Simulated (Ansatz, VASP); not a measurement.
**Cross-check of Si2Mo between VASP and Ansatz**

Wanted: the spread between two codes on one cell, functional and k mesh. The cell is taken from a series of runs on this material, whose earlier steps may have relaxed, scaled, displaced or heated it; both programs get it as it stands.

Main program and level: Ansatz 0.2.0; plane waves, with VASP 6.6.1 beside it; zone-centre phonons at LDA.

**1. The starting structure**

Symmetry: I4/mmm, No. 139, tetragonal system. The conventional cell has a = 3.174 Å, b = 3.174 Å, c = 7.778 Å, α = 90.00°, β = 90.00°, γ = 90.00°. Nearest to Si lie 5 Si at 2.56 to 2.61 Å and 5 Mo at 2.58 to 2.61 Å. Nearest to Mo lie 10 Si at 2.58 to 2.61 Å. Farther neighbours are not listed.

**2. VASP: zone-centre phonons, LDA**

Second derivatives magnify differences that forces hide, and they need a tight electronic threshold.

Lines of VASP's logs that name or quote its potential files are left out, and so is its time.

INCAR reads:

```
SYSTEM = Si2Mo
PREC = Accurate
ENCUT = 500
EDIFF = 1E-08
NELM = 120
ISMEAR = 1
SIGMA = 0.2
LREAL = .FALSE.
ALGO = Normal
GGA = PW92
NBANDS = 17
LASPH = .TRUE.
LORBIT = 11
LWAVE = .FALSE.
LCHARG = .FALSE.
ISIF = 2
IBRION = 8
GGA_COMPAT = .FALSE.
KPAR = 2
```

POSCAR reads:

```
Si2Mo
1.0
   -1.5872074131      1.5872074131      3.8887918425
    1.5872074131     -1.5872074131      3.8887918425
    1.5872074131      1.5872074131     -3.8887918425
Si Mo
2 1
Direct
    0.3352545230      0.3352545230      0.0000000000
    0.6647454770      0.6647454770      0.0000000000
    0.0000000000      0.0000000000      0.0000000000
```

KPOINTS reads:

```
Automatic mesh
0
Gamma
20 20 20
0 0 0
```

PAW data sets: Si and Mo_sv (LDA family, release 64).

Launch:

```console
$ mpirun -np 2 vasp_std
```

Numbers of over 12 decimals in the logs are rounded to 6 here.

What it wrote:

```text
[banner, memory and clock lines left out]
running    2 mpi-ranks, on    1 nodes
 distrk:  each k-point on    1 cores,    2 groups
 distr:  one band on    1 cores,    1 groups

 POSCAR found type information on POSCAR SiMo
 POSCAR found :  2 types and       3 ions
|                                                                             |
|               ----> ADVICE to this user running VASP <----                  |
|                                                                             |
|     You enforced a specific xc type in the INCAR file but a different       |
|     [... a line on the potential file left out ...]
|     I HOPE YOU KNOW WHAT YOU ARE DOING!                                     |
|                                                                             |

 LDA part: xc-table for (Slater(with rela. corr.)+PW92), standard interpolation
 POSCAR, INCAR and KPOINTS ok, starting setup
 FFT: planning ... GRIDC
 FFT: planning ... GRID_SOFT
 FFT: planning ... GRID
 WAVECAR not read
 entering main loop
       N       E                     dE             d eps       ncg     rms          rms(c)
DAV:   1     0.122990418092E+03    0.12299E+03   -0.11038E+04 21834   0.120E+03
DAV:   2    -0.235011672874E+02   -0.14649E+03   -0.14397E+03 25444   0.316E+02
DAV:   3    -0.266916973704E+02   -0.31905E+01   -0.31521E+01 27595   0.425E+01
DAV:   4    -0.267099055019E+02   -0.18208E-01   -0.18195E-01 26142   0.351E+00
DAV:   5    -0.267100355970E+02   -0.13010E-03   -0.13008E-03 27384   0.308E-01    0.234E+01
DAV:   6    -0.259652983667E+02    0.74474E+00   -0.55674E+00 24697   0.169E+01    0.493E+00
DAV:   7    -0.258463183003E+02    0.11898E+00   -0.78272E-01 24187   0.608E+00    0.486E+00
DAV:   8    -0.258084155021E+02    0.37903E-01   -0.10284E-01 24343   0.252E+00    0.355E-01
DAV:   9    -0.258076757685E+02    0.73973E-03   -0.17689E-03 26463   0.371E-01    0.200E-01
DAV:  10    -0.258075580993E+02    0.11767E-03   -0.41541E-04 25319   0.177E-01    0.584E-02
DAV:  11    -0.258075511025E+02    0.69968E-05   -0.71365E-05 25119   0.646E-02    0.171E-02
DAV:  12    -0.258075501818E+02    0.92074E-06   -0.66041E-06 24991   0.165E-02    0.540E-03
DAV:  13    -0.258075500765E+02    0.10532E-06   -0.48451E-07 24217   0.636E-03    0.132E-03
DAV:  14    -0.258075500745E+02    0.19995E-08   -0.18884E-08 19525   0.115E-03
   1 F= -.25807550E+02 E0= -.25807744E+02  d E =0.580848E-03
 Linear response reoptimize wavefunctions to high precision
DAV:   1    -0.258075500746E+02   -0.76398E-10   -0.12846E-09 14375   0.362E-04
DAV:   2    -0.258075500746E+02   -0.15461E-10   -0.17794E-10 11860   0.124E-04
 Linear response DOF=           4
 Linear response progress:
  Degree of freedom:   1/  4
       N       E                     dE             d eps       ncg     rms          rms(c)
RMM:   1    -0.215299160649E-01   -0.21530E-01   -0.16814E-02176454   0.943E-01
RMM:   2    -0.168335534202E-01    0.46964E-02   -0.14668E-03113352   0.248E-01    0.950E-02
RMM:   3    -0.169153484226E-01   -0.81795E-04   -0.18314E-04114148   0.689E-02    0.498E-02
RMM:   4    -0.170817598499E-01   -0.16641E-03   -0.11128E-04117938   0.501E-02    0.103E-02
RMM:   5    -0.170709911726E-01    0.10769E-04   -0.14969E-06120514   0.130E-02    0.177E-03
RMM:   6    -0.170732935040E-01   -0.23023E-05   -0.13632E-07126773   0.256E-03    0.630E-04
RMM:   7    -0.170722010615E-01    0.10924E-05    0.23370E-08122819   0.699E-04    0.117E-04
RMM:   8    -0.170726551356E-01   -0.45407E-06    0.78258E-09133320   0.186E-04    0.535E-05
RMM:   9    -0.170727410671E-01   -0.85932E-07    0.41199E-09126434   0.531E-05    0.196E-05
RMM:  10    -0.170727621528E-01   -0.21086E-07    0.21702E-09127280   0.316E-05    0.485E-06
RMM:  11    -0.170727721077E-01   -0.99549E-08    0.14195E-10134767   0.256E-05    0.139E-06
 first order change of Fermi-energy   0.18873E-04
 force on displaced ion       1 direction 1 :  -8.322  -0.000  -0.000
 Linear response progress:
  Degree of freedom:   2/  4
       N       E                     dE             d eps       ncg     rms          rms(c)
RMM:   1    -0.308895126265E-01   -0.30890E-01   -0.99394E-03 53417   0.119E+00
RMM:   2    -0.230785391122E-01    0.78110E-02   -0.26122E-03 35945   0.316E-01    0.153E-01
RMM:   3    -0.230651234514E-01    0.13416E-04   -0.62840E-04 33590   0.127E-01    0.114E-01
RMM:   4    -0.231246983739E-01   -0.59575E-04   -0.85440E-05 34588   0.649E-02    0.398E-02
RMM:   5    -0.231816416338E-01   -0.56943E-04   -0.18377E-05 36797   0.237E-02    0.157E-02
RMM:   6    -0.231861289114E-01   -0.44873E-05   -0.61868E-06 36951   0.871E-03    0.257E-03
RMM:   7    -0.231854281037E-01    0.70081E-06    0.62131E-07 37585   0.222E-03    0.596E-04
RMM:   8    -0.231847746358E-01    0.65347E-06   -0.30264E-07 36633   0.734E-04    0.317E-04
RMM:   9    -0.231851794824E-01   -0.40485E-06    0.46871E-08 37437   0.305E-04    0.524E-05
RMM:  10    -0.231852764278E-01   -0.96945E-07    0.20783E-08 40446   0.112E-04    0.218E-05
RMM:  11    -0.231853145213E-01   -0.38094E-07   -0.11749E-08 38407   0.446E-05    0.300E-06
RMM:  12    -0.231853092122E-01    0.53092E-08    0.55256E-09 41109   0.272E-05    0.171E-06
 first order change of Fermi-energy  -0.97045E-01
 force on displaced ion       1 direction 3 :   0.000   0.000 -13.401
 Linear response progress:
  Degree of freedom:   3/  4
       N       E                     dE             d eps       ncg     rms          rms(c)
RMM:   1    -0.861855430124E+00   -0.86186E+00    0.37327E-01 43156   0.285E+01
RMM:   2    -0.686131182326E+00    0.17572E+00   -0.26368E-01 58136   0.376E+00    0.166E-01
RMM:   3    -0.691261103933E+00   -0.51299E-02   -0.19296E-02 73683   0.840E-01    0.913E-02
RMM:   4    -0.690696898236E+00    0.56421E-03   -0.36799E-04 82481   0.149E-01    0.334E-02
RMM:   5    -0.690552464223E+00    0.14443E-03   -0.36196E-05 85397   0.371E-02    0.840E-03
RMM:   6    -0.690568296809E+00   -0.15833E-04   -0.48998E-06 81565   0.127E-02    0.102E-03
RMM:   7    -0.690573304504E+00   -0.50077E-05   -0.76975E-07 89455   0.411E-03    0.569E-04
RMM:   8    -0.690581170686E+00   -0.78662E-05   -0.27011E-07 80708   0.146E-03    0.182E-04
RMM:   9    -0.690583793215E+00   -0.26225E-05   -0.34440E-08 85288   0.666E-04    0.536E-05
RMM:  10    -0.690582727631E+00    0.10656E-05   -0.39340E-08 84905   0.349E-04    0.202E-05
RMM:  11    -0.690582908794E+00   -0.18116E-06   -0.29261E-08 86312   0.204E-04    0.956E-06
RMM:  12    -0.690583157132E+00   -0.24834E-06   -0.15127E-08 82057   0.158E-04    0.538E-06
RMM:  13    -0.690583057043E+00    0.10009E-06   -0.14105E-08 82283   0.121E-04    0.158E-06
RMM:  14    -0.690583084514E+00   -0.27472E-07   -0.10478E-08 83988   0.107E-04    0.507E-07
RMM:  15    -0.690583089097E+00   -0.45827E-08   -0.13192E-08 80388   0.100E-04    0.201E-07
 first order change of Fermi-energy  -0.98644E-03
 force on displaced ion       3 direction 1 : -10.322  -0.000   0.000
 Linear response progress:
  Degree of freedom:   4/  4
       N       E                     dE             d eps       ncg     rms          rms(c)
RMM:   1    -0.906141595025E+00   -0.90614E+00    0.80203E-01 23490   0.292E+01
RMM:   2    -0.731999808153E+00    0.17414E+00   -0.27443E-01 32170   0.381E+00    0.183E-01
RMM:   3    -0.736479213650E+00   -0.44794E-02   -0.19744E-02 39699   0.865E-01    0.911E-02
RMM:   4    -0.735614141296E+00    0.86507E-03   -0.56258E-04 42564   0.176E-01    0.318E-02
RMM:   5    -0.735375612146E+00    0.23853E-03   -0.52380E-05 46071   0.433E-02    0.132E-02
RMM:   6    -0.735311487407E+00    0.64125E-04   -0.60049E-06 48108   0.136E-02    0.377E-03
RMM:   7    -0.735330236615E+00   -0.18749E-04   -0.92630E-07 44300   0.541E-03    0.576E-04
RMM:   8    -0.735334005734E+00   -0.37691E-05   -0.95146E-08 49601   0.177E-03    0.329E-04
RMM:   9    -0.735336187923E+00   -0.21822E-05    0.42250E-08 47655   0.633E-04    0.168E-04
RMM:  10    -0.735337164736E+00   -0.97681E-06   -0.55565E-09 45499   0.379E-04    0.230E-05
RMM:  11    -0.735337106572E+00    0.58164E-07    0.82309E-11 48625   0.207E-04    0.133E-05
RMM:  12    -0.735337051095E+00    0.55477E-07   -0.21443E-08 50746   0.141E-04    0.287E-06
RMM:  13    -0.735337061992E+00   -0.10898E-07   -0.65573E-09 49360   0.111E-04    0.148E-06
RMM:  14    -0.735337086168E+00   -0.24176E-07   -0.17377E-08 47100   0.995E-05    0.396E-07
RMM:  15    -0.735337089881E+00   -0.37131E-08   -0.10161E-08 44662   0.933E-05    0.145E-07
 first order change of Fermi-energy   0.52701E-03
 force on displaced ion       3 direction 3 :  -0.000  -0.000 -13.555
 Linear response finished
```

Parts of OUTCAR (step 2):

```text
ion  position               nearest neighbor table
   1  0.335  0.335  0.000-   2 2.56   3 2.58   3 2.58   3 2.58   3 2.58   2 2.61   2 2.61   2 2.61
                             2 2.61   3 2.61
   2  0.665  0.665  0.000-   1 2.56   3 2.58   3 2.58   3 2.58   3 2.58   1 2.61   1 2.61   1 2.61
                             1 2.61   3 2.61
   3  0.000  0.000  0.000-   2 2.58   2 2.58   2 2.58   1 2.58   2 2.58   1 2.58   1 2.58   1 2.58
                             1 2.61   2 2.61

  LATTYP: Found a body centered tetragonal cell.
 ALAT       =     3.1744148262
 C/A-ratio  =     2.4500842237

 Subroutine GETGRP returns: Found 16 space group operations
 (whereof 16 operations were pure point group operations)

The static configuration has the point symmetry D_4h.

 Found    641 irreducible k-points:

   k-points           NKPTS =    641   k-points in BZ     NKDIM =    641   number of bands    NBANDS=     17

   dimension x,y,z NGX =    36 NGY =   36 NGZ =   36
   dimension x,y,z NGXF=    72 NGYF=   72 NGZF=   72

   ENCUT  =  500.0 eV  36.75 Ry    6.06 a.u.   8.19  8.19  8.19*2*pi/ulx,y,z

   NELECT =      22.0000    total number of electrons

 k-points in reciprocal lattice and weights: Automatic mesh
   0.00000000  0.00000000  0.00000000       0.000
   0.05000000 -0.00000000  0.00000000       0.001
   0.10000000 -0.00000000  0.00000000       0.001
   0.15000000  0.00000000  0.00000000       0.001
   0.20000000 -0.00000000  0.00000000       0.001
   0.25000000 -0.00000000  0.00000000       0.001
   0.30000000  0.00000000  0.00000000       0.001
   0.35000000 -0.00000000  0.00000000       0.001
   0.40000000 -0.00000000  0.00000000       0.001
[...]
-0.45000000 -0.45000000  0.45000000       0.000
   0.50000000  0.50000000  0.50000000       0.000

 average (electrostatic) potential at core
       1 -78.6268       2 -78.6268       3 -68.7485

  Total        0.1008150      0.1008150      0.1046504      0.0000000      0.0000000      0.0000000
  in kB        4.1218658      4.1218658      4.2786764      0.0000000      0.0000000      0.0000000
  external PRESSURE =       4.1741360 kB  Pullay stress =       0.0000000 kB

  energy-cutoff  :      500.00
  volume of cell :       39.19
      direct lattice vectors                 reciprocal lattice vectors
    -1.587207413  1.587207413  3.888791842     0.000000000  0.315018690  0.128574637
     1.587207413 -1.587207413  3.888791842     0.315018690  0.000000000  0.128574637
     1.587207413  1.587207413 -3.888791842     0.315018690  0.315018690  0.000000000

 POSITION                                       TOTAL-FORCE (eV/Angst)
 -----------------------------------------------------------------------------------
      0.00000      0.00000      2.60747         0.000000      0.000000     -0.008140
      0.00000      0.00000      5.17011        -0.000000     -0.000000      0.008140
      0.00000      0.00000      0.00000         0.000000      0.000000     -0.000000
 -----------------------------------------------------------------------------------
    total drift:                               -0.000000     -0.000000     -0.000000

 Eigenvectors and eigenvalues of the dynamical matrix
 ----------------------------------------------------

   1 f  =   13.200493 THz    82.941141 2PiTHz  440.321038 cm-1    54.592826 meV
             X         Y         Z           dx          dy          dz
      0.000000  0.000000  2.607470     0.000000   -0.000000    0.707107
      0.000000  0.000000  5.170114    -0.000000    0.000000   -0.707107
      0.000000  0.000000  0.000000    -0.000000    0.000000    0.000000

   2 f  =    9.997522 THz    62.816285 2PiTHz  333.481445 cm-1    41.346411 meV
             X         Y         Z           dx          dy          dz
      0.000000  0.000000  2.607470    -0.707104    0.002066    0.000000
      0.000000  0.000000  5.170114     0.707104   -0.002066   -0.000000
      0.000000  0.000000  0.000000     0.000000   -0.000000    0.000000

   3 f  =    9.997522 THz    62.816285 2PiTHz  333.481445 cm-1    41.346411 meV
             X         Y         Z           dx          dy          dz
      0.000000  0.000000  2.607470     0.002066    0.707104    0.000000
      0.000000  0.000000  5.170114    -0.002066   -0.707104   -0.000000
      0.000000  0.000000  0.000000    -0.000000   -0.000000    0.000000

   4 f  =    9.669889 THz    60.757707 2PiTHz  322.552791 cm-1    39.991431 meV
             X         Y         Z           dx          dy          dz
      0.000000  0.000000  2.607470    -0.000000    0.000000    0.561573
      0.000000  0.000000  5.170114    -0.000000    0.000000    0.561573
      0.000000  0.000000  0.000000     0.000000   -0.000000   -0.607677

   5 f  =    8.437333 THz    53.013325 2PiTHz  281.439126 cm-1    34.893989 meV
             X         Y         Z           dx          dy          dz
      0.000000  0.000000  2.607470    -0.094850    0.553458   -0.000000
      0.000000  0.000000  5.170114    -0.094850    0.553458   -0.000000
      0.000000  0.000000  0.000000     0.102660   -0.599029    0.000000

   6 f  =    8.437333 THz    53.013325 2PiTHz  281.439126 cm-1    34.893989 meV
             X         Y         Z           dx          dy          dz
      0.000000  0.000000  2.607470     0.553458    0.094850   -0.000000
      0.000000  0.000000  5.170114     0.553458    0.094850    0.000000
      0.000000  0.000000  0.000000    -0.599029   -0.102660    0.000000

   7 f/i=    0.000011 THz     0.000068 2PiTHz    0.000362 cm-1     0.000045 meV
             X         Y         Z           dx          dy          dz
      0.000000  0.000000  2.607470    -0.000000   -0.000000    0.429692
      0.000000  0.000000  5.170114    -0.000000   -0.000000    0.429692
      0.000000  0.000000  0.000000    -0.000000   -0.000000    0.794184

   8 f/i=    0.000900 THz     0.005657 2PiTHz    0.030034 cm-1     0.003724 meV
             X         Y         Z           dx          dy          dz
      0.000000  0.000000  2.607470     0.429340    0.018838    0.000000
      0.000000  0.000000  5.170114     0.429340    0.018838    0.000000
      0.000000  0.000000  0.000000     0.793356    0.034809    0.000000

   9 f/i=    0.000900 THz     0.005657 2PiTHz    0.030034 cm-1     0.003724 meV
             X         Y         Z           dx          dy          dz
      0.000000  0.000000  2.607470     0.018838   -0.429340   -0.000000
      0.000000  0.000000  5.170114     0.018838   -0.429340   -0.000000
      0.000000  0.000000  0.000000     0.034809   -0.793356   -0.000000

 ELASTIC MODULI CONTR FROM IONIC RELAXATION (kBar)
 Direction    XX          YY          ZZ          XY          YZ          ZX
 --------------------------------------------------------------------------------
 XX         -15.5823    -15.5823    -29.7928      0.0000      0.0000      0.0000
 YY         -15.5823    -15.5823    -29.7928      0.0000      0.0000      0.0000
 ZZ         -29.7928    -29.7928    -56.9629      0.0000      0.0000      0.0000
 XY           0.0000      0.0000      0.0000      0.0000      0.0000      0.0000
 YZ           0.0000      0.0000      0.0000      0.0000    -36.3677     -0.0000
 ZX           0.0000      0.0000      0.0000      0.0000     -0.0000    -13.6480
 --------------------------------------------------------------------------------
```

Energies printed during the response cycles are not total energies of the cell.

[end of part 1 of 2]

[Lines on the potential files, build, host, timing and source positions are cut from VASP's logs without a mark.]

[Logs are printed without paths, hosts, clocks, repeated set-up lines and the standing remarks that a program may print on its own settings, such as how far it seeks lower states.]

[Hosts, paths, dates, database ids (printed as entryN), source tags and the programs' standing remarks are cut or masked in the printed files.]
